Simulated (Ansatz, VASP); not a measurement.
**Be2B3 in VASP and in Ansatz**

```
CELL_PARAMETERS angstrom
3.30878 0.00000 0.00000
-1.65439 2.86549 0.00000
0.00000 0.00000 3.73526
ATOMIC_POSITIONS crystal
Be 0.66667 0.33333 0.50000
Be 0.33333 0.66667 0.00000
B 0.00000 0.00000 0.73585
B 0.00000 0.00000 0.26415
B 0.66667 0.33333 0.00000
```

Change from the starting cell: species swapped into the Fe3Ge2 type (P-6m2, No. 187).

Alike in both runs: functional PBE; k mesh 6 × 6 × 4; occupations gaussian, width 0.1 eV; no spin polarisation.

Ansatz relaxed the structure, and its values are those at the end. VASP's run is a single point on that final structure, the one shown.

|  | VASP | Ansatz |
| --- | --- | --- |
| version | VASP 6.6.1 | Ansatz 0.2.0 |
| potentials or method | VASP PAW PBE potentials, release 64 (Be, B) | scalar-relativistic, plane waves, PAW |
| plane-wave cutoff (eV) | 520 | 420 |
| valence electrons in the cell | 13 | 13 |

Ansatz gave:

- gap on the k mesh at the Fermi level (eV): none
- pressure (GPa): -0.1
- rms of the force components (eV/Å): 0.004

What did VASP give for the same quantities?

gap on the k mesh at the Fermi level (eV): none; pressure (GPa): 0.0; rms of the force components (eV/Å): 0.003.

A gap of «none» marks a metal or a gap that the smearing closes.

Caveats: the k mesh is coarse (spacing up to 0.42 Å⁻¹), so the values aren't converged.
